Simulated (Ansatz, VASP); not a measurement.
# Al (Aluminum): VASP beside Ansatz, part 2 of 2

One calculation is typed for both programs; each brings its own data sets. How far apart do they land? The cell is taken from a series of runs on this material, whose earlier steps may have relaxed, scaled, displaced or heated it; both programs get it as it stands.

VASP 6.6.1 and Ansatz 0.2.0.

So far: Set-up; Ansatz: elastic constants, LDA.

## 3. VASP: elastic constants, LDA

Level of this step: LDA; plane waves and PAW (Al) (VASP).

The same cell, functional (in two slightly different forms), mesh and smearing now go to VASP, with its own data sets.

Lines of VASP's logs that name or quote its potential files are left out, and so is its time.

Contents of INCAR:

```
SYSTEM = Al
PREC = Accurate
ENCUT = 500
EDIFF = 1E-08
NELM = 120
ISMEAR = 1
SIGMA = 0.25
LREAL = .FALSE.
ALGO = Normal
GGA = PW92
NBANDS = 7
LORBIT = 11
LWAVE = .FALSE.
LCHARG = .FALSE.
ISIF = 3
IBRION = 6
NFREE = 2
POTIM = 0.015
NSW = 1
LASPH = .TRUE.
GGA_COMPAT = .FALSE.
KPAR = 2
```

Contents of POSCAR:

```
Al
1.0
    0.0000000000      1.9914868805      1.9914868805
    1.9914868805      0.0000000000      1.9914868805
    1.9914868805      1.9914868805      0.0000000000
Al
1
Direct
    0.0000000000      0.0000000000      0.0000000000
```

Contents of KPOINTS:

```
Automatic mesh
0
Gamma
28 28 28
0 0 0
```

The projector-augmented-wave data sets are Al (LDA family, release 64).

Launch:

```
mpirun -np 2 vasp_std
```

Numbers of over 12 decimals in the logs are rounded to 6 here.

Output:

```text
[banner, memory and clock lines left out]
running    2 mpi-ranks, on    1 nodes
 distrk:  each k-point on    1 cores,    2 groups
 distr:  one band on    1 cores,    1 groups

 POSCAR found type information on POSCAR Al
 POSCAR found :  1 types and       1 ions
|                                                                             |
|               ----> ADVICE to this user running VASP <----                  |
|                                                                             |
|     You enforced a specific xc type in the INCAR file but a different       |
|     [... a line on the potential file left out ...]
|     I HOPE YOU KNOW WHAT YOU ARE DOING!                                     |
|                                                                             |

 LDA part: xc-table for (Slater(with rela. corr.)+PW92), standard interpolation
 POSCAR, INCAR and KPOINTS ok, starting setup
 FFT: planning ... GRIDC
 FFT: planning ... GRID_SOFT
 FFT: planning ... GRID
 WAVECAR not read
 entering main loop
       N       E                     dE             d eps       ncg     rms          rms(c)
DAV:   1    -0.263233347646E+01   -0.26323E+01   -0.86111E+02  8981   0.227E+02
DAV:   2    -0.420486064655E+01   -0.15725E+01   -0.15115E+01 11627   0.218E+01
DAV:   3    -0.421447035781E+01   -0.96097E-02   -0.96015E-02 12040   0.187E+00
DAV:   4    -0.421448339760E+01   -0.13040E-04   -0.13040E-04 13118   0.633E-02
DAV:   5    -0.421448340356E+01   -0.59618E-08   -0.66974E-08 12306   0.100E-03    0.144E+00
DAV:   6    -0.419645749543E+01    0.18026E-01   -0.23460E-03 11375   0.220E-01    0.809E-01
DAV:   7    -0.418476437096E+01    0.11693E-01   -0.59006E-03 10843   0.343E-01    0.168E-01
DAV:   8    -0.418474064441E+01    0.23727E-04   -0.21293E-05 13706   0.339E-02    0.142E-02
DAV:   9    -0.418474043196E+01    0.21245E-06   -0.12375E-07 11767   0.181E-03    0.787E-04
DAV:  10    -0.418474042388E+01    0.80796E-08   -0.27372E-09 13657   0.342E-04
   1 F= -.41847404E+01 E0= -.41845621E+01  d E =-.534944E-03
[... from here on, the cycles between the ionic steps are left out ...]
   2 F= -.41836642E+01 E0= -.41835100E+01  d E =-.462720E-03
   3 F= -.41834101E+01 E0= -.41832850E+01  d E =-.375097E-03
   4 F= -.41836642E+01 E0= -.41835100E+01  d E =-.462719E-03
   5 F= -.41834101E+01 E0= -.41832850E+01  d E =-.375097E-03
   6 F= -.41836642E+01 E0= -.41835100E+01  d E =-.462719E-03
   7 F= -.41834101E+01 E0= -.41832850E+01  d E =-.375097E-03
   8 F= -.41844459E+01 E0= -.41842823E+01  d E =-.490693E-03
   9 F= -.41844459E+01 E0= -.41842823E+01  d E =-.490694E-03
  10 F= -.41844458E+01 E0= -.41842823E+01  d E =-.490695E-03
  11 F= -.41844459E+01 E0= -.41842823E+01  d E =-.490693E-03
  12 F= -.41844459E+01 E0= -.41842823E+01  d E =-.490694E-03
  13 F= -.41844459E+01 E0= -.41842823E+01  d E =-.490693E-03
  14 F= -.41847404E+01 E0= -.41845621E+01  d E =-.534943E-03
 Finite differences progress:
  Degree of freedom:   7/  7
  Displacement:        1/  2
  Total:              13/ 14
 bond charge predicted
       N       E                     dE             d eps       ncg     rms          rms(c)
DAV:   1    -0.418474241959E+01   -0.20064E-05   -0.57169E-02  9177   0.148E+00    0.487E-02
DAV:   2    -0.418475717907E+01   -0.14759E-04   -0.38084E-04 13209   0.134E-01    0.307E-02
DAV:   3    -0.418474036666E+01    0.16812E-04   -0.30820E-05 10388   0.210E-02    0.114E-03
DAV:   4    -0.418474040160E+01   -0.34939E-07   -0.41233E-07 11886   0.444E-03    0.686E-04
DAV:   5    -0.418474041467E+01   -0.13066E-07   -0.22944E-08 13020   0.599E-04    0.211E-05
DAV:   6    -0.418474041343E+01    0.12379E-08   -0.21682E-10  8470   0.102E-04
  15 F= -.41847404E+01 E0= -.41845621E+01  d E =-.534943E-03
 Finite differences progress:
  Degree of freedom:   7/  7
  Displacement:        2/  2
  Total:              14/ 14
```

OUTCAR, selected parts (step 3):

```text
ion  position               nearest neighbor table
   1  0.000  0.000  0.000-

  LATTYP: Found a face centered cubic cell.
 ALAT       =     3.9829737610

 Subroutine GETGRP returns: Found 48 space group operations
 (whereof 48 operations were pure point group operations)

The static configuration has the point symmetry O_h .

 Found    624 irreducible k-points:

   k-points           NKPTS =    624   k-points in BZ     NKDIM =    624   number of bands    NBANDS=      7

   dimension x,y,z NGX =    24 NGY =   24 NGZ =   24
   dimension x,y,z NGXF=    48 NGYF=   48 NGZF=   48

   ENCUT  =  500.0 eV  36.75 Ry    6.06 a.u.   5.13  5.13  5.13*2*pi/ulx,y,z

   NELECT =       3.0000    total number of electrons

 k-points in reciprocal lattice and weights: Automatic mesh
   0.00000000  0.00000000  0.00000000       0.000
   0.03571429  0.00000000  0.00000000       0.000
   0.07142857  0.00000000  0.00000000       0.000
   0.10714286  0.00000000  0.00000000       0.000
   0.14285714  0.00000000  0.00000000       0.000
   0.17857143  0.00000000  0.00000000       0.000
   0.21428571  0.00000000  0.00000000       0.000
   0.25000000  0.00000000  0.00000000       0.000
   0.28571429  0.00000000  0.00000000       0.000
[...]
-0.28571429  0.50000000  0.21428571       0.001
  -0.25000000  0.50000000  0.25000000       0.000

 average (electrostatic) potential at core
       1 -70.3933

 E-fermi :   8.2596

 k-point     1 :       0.0000    0.0000    0.0000
  band No.  band energies     occupation
      1      -3.1451      2.00000
      2      21.0669      0.00000
      3      21.0669      0.00000
      4      21.0669      0.00000
      5      22.7250      0.00000
      6      22.7250      0.00000
    ...

 k-point     2 :       0.0357    0.0000    0.0000
  band No.  band energies     occupation
      1      -3.1095      2.00000
      2      20.2954      0.00000
      3      20.9293      0.00000
      4      20.9293      0.00000
      5      22.9180      0.00000
      6      22.9180      0.00000
    ...

 k-point     3 :       0.0714    0.0000    0.0000
  band No.  band energies     occupation
      1      -3.0027      2.00000
      2      18.9366      0.00000
      3      20.6325      0.00000
      4      20.6325      0.00000
      5      23.3724      0.00000
      6      23.3774      0.00000
    ...

  Total        0.0050548      0.0050548      0.0050548     -0.0000000     -0.0000000     -0.0000000
  in kB        0.5126848      0.5126848      0.5126848     -0.0000000     -0.0000000     -0.0000000
  external PRESSURE =       0.5126848 kB  Pullay stress =       0.0000000 kB

  energy-cutoff  :      500.00
  volume of cell :       15.80
      direct lattice vectors                 reciprocal lattice vectors
     0.000000000  1.991486880  1.991486880    -0.251068689  0.251068689  0.251068689
     1.991486880  0.000000000  1.991486880     0.251068689 -0.251068689  0.251068689
     1.991486880  1.991486880  0.000000000     0.251068689  0.251068689 -0.251068689

 POSITION                                       TOTAL-FORCE (eV/Angst)
 -----------------------------------------------------------------------------------
     -0.01500      0.00000      0.00000        -0.000000      0.000000      0.000000
 -----------------------------------------------------------------------------------
    total drift:                               -0.000000     -0.000000      0.000000

  FREE ENERGIE OF THE ION-ELECTRON SYSTEM (eV)
  ---------------------------------------------------
  free  energy   TOTEN  =        -4.1847404134 eV

  energy  without entropy=       -4.1842054709  energy(sigma->0) =       -4.18456210

  SYMMETRIZED ELASTIC MODULI (kBar)
 Direction    XX          YY          ZZ          XY          YZ          ZX
 --------------------------------------------------------------------------------
 XX        1102.9089    713.9258    713.9258     -0.0000     -0.0000      0.0000
 YY         713.9258   1102.9089    713.9258     -0.0000     -0.0000     -0.0000
 ZZ         713.9258    713.9258   1102.9089      0.0000     -0.0000     -0.0000
 XY          -0.0000     -0.0000      0.0000    275.1924     -0.0000      0.0000
 YZ          -0.0000     -0.0000     -0.0000     -0.0000    275.1924      0.0000
 ZX           0.0000     -0.0000     -0.0000      0.0000      0.0000    275.1924
 --------------------------------------------------------------------------------

 Eigenvectors and eigenvalues of the dynamical matrix
 ----------------------------------------------------

   1 f/i=    0.000000 THz     0.000000 2PiTHz    0.000000 cm-1     0.000000 meV
             X         Y         Z           dx          dy          dz
      0.000000  0.000000  0.000000    -0.016797    0.999859    0.000000

   2 f/i=    0.000000 THz     0.000000 2PiTHz    0.000000 cm-1     0.000000 meV
             X         Y         Z           dx          dy          dz
      0.000000  0.000000  0.000000     0.000000    0.000000    1.000000

   3 f/i=    0.000000 THz     0.000000 2PiTHz    0.000000 cm-1     0.000000 meV
             X         Y         Z           dx          dy          dz
      0.000000  0.000000  0.000000    -0.999859   -0.016797    0.000000

 ELASTIC MODULI CONTR FROM IONIC RELAXATION (kBar)
 Direction    XX          YY          ZZ          XY          YZ          ZX
 --------------------------------------------------------------------------------
 XX           0.0000      0.0000      0.0000      0.0000      0.0000      0.0000
 YY           0.0000      0.0000      0.0000      0.0000      0.0000      0.0000
 ZZ           0.0000      0.0000      0.0000      0.0000      0.0000      0.0000
 XY           0.0000      0.0000      0.0000      0.0000      0.0000      0.0000
 YZ           0.0000      0.0000      0.0000      0.0000      0.0000      0.0000
 ZX           0.0000      0.0000      0.0000      0.0000      0.0000      0.0000
 --------------------------------------------------------------------------------

 TOTAL ELASTIC MODULI (kBar)
 Direction    XX          YY          ZZ          XY          YZ          ZX
 --------------------------------------------------------------------------------
 XX        1102.9089    713.9258    713.9258     -0.0000     -0.0000      0.0000
 YY         713.9258   1102.9089    713.9258     -0.0000     -0.0000     -0.0000
 ZZ         713.9258    713.9258   1102.9089      0.0000     -0.0000     -0.0000
 XY          -0.0000     -0.0000      0.0000    275.1924     -0.0000      0.0000
 YZ          -0.0000     -0.0000     -0.0000     -0.0000    275.1924      0.0000
 ZX           0.0000     -0.0000     -0.0000      0.0000      0.0000    275.1924
 --------------------------------------------------------------------------------

 total charge
# of ion       s       p       d       tot
------------------------------------------
    1        0.439   0.362   0.000   0.801

[... 3 further parts left out ...]
```

The last energy, forces, stress and levels in OUTCAR belong to the last displaced cell, not to the cell of POSCAR.

Levels, forces or a CONTCAR printed for this step are those of its last displaced cell, not of the structure at rest.

## 4. Differences

Known differences besides the potentials themselves: the cutoff is 420 eV in Ansatz and 500 eV in VASP; VASP's log shows a relativistic correction to its local exchange, Ansatz's none; VASP takes each elastic constant from one size of strain, Ansatz from those that its log lists. Total energies have different zeros and are not compared.

The two programs side by side:

```
 quantity  Ansatz   VASP  difference
C11 (GPa)   107.4  110.3     -2.64 %
C22 (GPa)   107.4  110.3     -2.64 %
C33 (GPa)   107.4  110.3     -2.64 %
C12 (GPa)    72.0   71.4     +0.92 %
C13 (GPa)    72.0   71.4     +0.92 %
C23 (GPa)    72.0   71.4     +0.92 %
C44 (GPa)    26.0   27.5     -5.45 %
C55 (GPa)    26.0   27.5     -5.45 %
C66 (GPa)    26.0   27.5     -5.45 %
```

## 5. What came out

| Item | Value |
| --- | --- |
| difference in C44 (elastic constants, LDA) | -5.4 % |

**Reading.** The difference in C44 is -5.4 % (elastic constants, LDA), beyond the 5 % picked in this series as the mark of a large difference. VASP runs on this material, other cells and data sets included, that failed, so that no pair exists: elastic constants, LDA (timeout). How closely two codes agree says nothing of how well the functional describes the real material.

[Lines on the potential files, build, host, timing and source positions are cut from VASP's logs without a mark.]

[Logs are printed without paths, hosts, clocks, repeated set-up lines and the standing remarks that a program may print on its own settings, such as how far it seeks lower states.]

[Hosts, paths, dates, database ids (printed as entryN), source tags and the programs' standing remarks are cut or masked in the printed files.]
